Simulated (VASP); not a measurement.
Given:

```
LiBr
1.0
    0.00000     2.74812     2.74812
    2.74812     0.00000     2.74812
    2.74812     2.74812     0.00000
Li Br
1 1
Direct
  0.00000   0.00000   0.00000
  0.50000   0.50000   0.50000
```

The numbers are results of revPBE GGA, VASP's PBE PAW potentials (set 64) (plane waves; VASP 6.6.1), not measurements. Settings: 520 eV cut-off, 8×8×8 Γ-centred mesh, Gaussian smearing of 0.050 eV, potentials Li_sv Br.

Question: Estimate the energy per atom (σ→0), pressure, band gap (on the k-mesh) with the smallest direct gap where there is one.

Answer: 
```yaml
band gap (on the k-mesh): 5.14 eV
smallest direct gap (on the k-mesh): 5.14 eV
energy per atom (σ→0): -3.135 eV/atom
pressure: 15.2 kbar
```

Only differences to runs with the same potentials and settings are physical.

The compound is LiBr in the rock salt structure. This cell is one point of a volume scan, at 0.94 of the reference volume.
